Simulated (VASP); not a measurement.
Input:

```xyz
4
Lattice="1.5348 -2.6583 0.0000 1.5348 2.6583 0.0000 0.0000 0.0000 5.0403" Properties=species:S:1:pos:R:3 pbc="T T T"
Si     1.5348    -0.8861     2.5182
Si     1.5348     0.8861     5.0383
C      1.5348    -0.8861     4.4122
C      1.5348     0.8861     1.8921
```

Calculation: PBE GGA with D3 dispersion (Becke-Johnson damping), VASP's PBE PAW potentials (set 64) (plane waves; VASP). Numerical set-up: 520 eV cut-off, 9×9×5 Γ-centred mesh, tetrahedra with Blöchl corrections, potentials Si C.

The cores are frozen, which limits the accuracy of field gradients.

**Question.** Give the principal components of the electric field gradient (V/Å²) and the asymmetry η at each nucleus.

**Answer.** 
```
atom   Vxx   Vyy  Vzz     η
----  ----  ----  ---  ----
Si1   -1.7  -1.7  3.4  0.00
Si2   -1.7  -1.7  3.4  0.00
C3    -1.1  -1.1  2.2  0.00
C4    -1.1  -1.1  2.2  0.00
```

The compound is SiC in the wurtzite structure, the rare 2H polytype. It was relaxed first.
